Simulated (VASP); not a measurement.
A convergence study with VASP on Yb (space group Fm-3m): one setting is varied, all else stays as given below, so the limit is that of these other settings. Each run relaxes cell and ions from the cell shown. The basis is that of the starting cell, so low cut-offs carry a Pulay error.

```
CELL_PARAMETERS angstrom
      0.00000     2.75370     2.75370
      2.75370     0.00000     2.75370
      2.75370     2.75370     0.00000
ATOMIC_POSITIONS crystal
  Yb 0.00000 0.00000 0.00000
```

All values below come from PBE GGA, VASP's PBE PAW potentials (set 64) (plane waves; VASP 6.6.1). The tightest run used: 600 eV cut-off, 10×10×10 Γ-centred mesh, Fermi-Dirac smearing of 0.10 eV, potentials Yb_2.

The 4f electrons are frozen in the core of the lanthanide potential, so 4f levels, which can set the real gap, and their magnetism are missing.

Question: The settings run are ENCUT = 150; ENCUT = 180; ENCUT = 210; ENCUT = 255; ENCUT = 300; ENCUT = 360; ENCUT = 450; ENCUT = 600. From which on does the relaxed volume stay within 0.02 Å³/atom of the tightest run?

Answer: From ENCUT = 360 on: it is off by 0.002 there and by no more than 0.02 in any finer run, while ENCUT = 300 is off by 0.035.
```
setting      relaxed volume (Å³/atom)  E (eV/atom)  plane waves  difference judged (Å³/atom)
-----------  ------------------------  -----------  -----------  ---------------------------
ENCUT = 150                    39.588      -1.4581          190                        0.790
ENCUT = 180                    39.924      -1.4631          259                        0.454
ENCUT = 210                    40.310      -1.4640          302                        0.068
ENCUT = 255                    40.329      -1.4652          396                        0.050
ENCUT = 300                    40.344      -1.4656          531                        0.035
ENCUT = 360                    40.376      -1.4657          662                        0.002
ENCUT = 450                    40.380      -1.4658          934                        0.001
ENCUT = 600                    40.378      -1.4658         1411                        0.000
```

Left out are rungs that failed or repeat a setting and relaxations that didn't move; long series are thinned to 24 rows.

The structure is a typed Yb crystal (space group no. 225).
